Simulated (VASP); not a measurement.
Consider the following.

```yaml
crystal:
  lattice:
    - [0.00000, 2.79196, 2.79196]
    - [2.79196, 0.00000, 2.79196]
    - [2.79196, 2.79196, 0.00000]
  atoms:
    - { symbol: Cd, position: [0.00000, 0.00000, 0.00000] }
    - { symbol: F, position: [0.25000, 0.25000, 0.25000] }
    - { symbol: F, position: [0.75000, 0.75000, 0.75000] }
```

These are RPBE GGA, VASP's PBE PAW potentials (set 64) (plane waves; VASP 6.6.1) values and carry that method's errors. Settings: 520 eV cut-off, Gaussian smearing of 0.050 eV, potentials Cd F.

Estimate the band gap (along the path) with the smallest direct gap where there is one.

* **band gap (along the path)**: 2.89 eV
* **smallest direct gap (along the path)**: 3.50 eV

Total energies compare only between runs with the same potentials, cut-off and functional.

The compound is CdF2 in the fluorite structure. It was relaxed first, which changed the volume by +11 %.
